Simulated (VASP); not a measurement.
Consider the following.

```
ZrB2
1.0
    1.54194    -2.74072     0.00000
    1.54194     2.74072     0.00000
    0.00000     0.00000     3.48581
Zr B
1 2
Direct
  0.00000   0.00000   0.00000
  0.33333   0.66667   0.50000
  0.69583   0.36250   0.50000
```

Method: PBE GGA, VASP's PBE PAW potentials (set 64) (plane waves; VASP). Settings: 520 eV cut-off, 10×10×8 Γ-centred mesh, first-order Methfessel-Paxton smearing of 0.10 eV, potentials Zr_sv B.

Question: Estimate the energy per atom (σ→0), pressure, largest force, band gap (on the k-mesh) with the smallest direct gap where there is one.

Answer: 
```yaml
band gap (on the k-mesh): none (metal, semimetal or under 0.01 eV)
energy per atom (σ→0): -798.7 kJ/mol of atoms
pressure: 13.15 GPa
largest_force: 1.638 eV/Å
```

Only differences to runs with the same potentials and settings are physical.

The compound is ZrB2 in the AlB2 type structure. The cell was not relaxed at this level, atoms are displaced from their ideal sites. The run is one of a series of settings (EDIFF = 1E-8 against the base run), some of them coarse on purpose.
